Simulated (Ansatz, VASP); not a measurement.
# Al3B2P: VASP beside Ansatz

```
Al B P
1.0
     3.84822   -4.27147    0.00000
     3.84822    4.27147    0.00000
     0.00000    0.00000    3.73275
Al B P
3 2 1
Direct
  0.82832 0.17168 0.50000
  0.17168 0.82832 0.50000
  0.50000 0.50000 0.50000
  0.00000 0.50000 0.50000
  0.50000 0.00000 0.50000
  0.00000 0.00000 0.00000
```

Alike in both runs: functional PBE; k mesh 4 × 4 × 4; occupations gaussian, width 0.1 eV; no spin polarisation.

Ansatz relaxed the structure, and its values are those at the end. VASP's run is a single point on that final structure, the one shown.

|  | VASP | Ansatz |
| --- | --- | --- |
| version | VASP 6.6.1 | Ansatz 0.2.0 |
| potentials or method | VASP PAW PBE potentials, release 64 (Al, B, P) | scalar-relativistic, plane waves, PAW |
| plane-wave cutoff (eV) | 520 | 420 |
| valence electrons in the cell | 20 | 20 |

```csv
,VASP,Ansatz,Ansatz less VASP
gap on the k mesh at the Fermi level (eV),none,none,-
pressure (GPa),0.1,0.1,+0.05
rms of the force components (eV/Å),0.004,0.001,-0.0028
```

A gap of «none» marks a metal or a gap that the smearing closes. The functional is the same, so the differences come from potentials, cutoffs and numerics.

Caveats: the k mesh is coarse (spacing up to 0.42 Å⁻¹), so the values aren't converged.
